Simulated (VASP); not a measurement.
Energy against volume of TiN (rock salt). Method: r2SCAN meta-GGA, VASP's PBE PAW potentials (set 64) (plane waves; VASP). Numerical set-up: 520 eV cut-off, 15×15×15 Γ-centred mesh, first-order Methfessel-Paxton smearing of 0.10 eV, potentials Ti_sv N.

```json
[
 {"V (Å³/atom)": "8.956", "E (eV/atom)": "-12.97188"},
 {"V (Å³/atom)": "9.242", "E (eV/atom)": "-12.99888"},
 {"V (Å³/atom)": "9.528", "E (eV/atom)": "-13.00749"},
 {"V (Å³/atom)": "9.814", "E (eV/atom)": "-13.00034"}
]
```

Problem. Fit these four points and predict the energy of the run at 10.100 Å³/atom.

Solution. A cubic in V^(−2/3), the third-order Birch-Murnaghan form, passes through the four points with V0 = 9.53 Å³/atom and B0 = 293 GPa, and gives -12.9797 eV/atom there. The run gave -12.9797 eV/atom, -0.0 meV/atom from the fit; all five points give B0 = 293 GPa.

The compound is TiN in the rock salt structure. It was relaxed first.
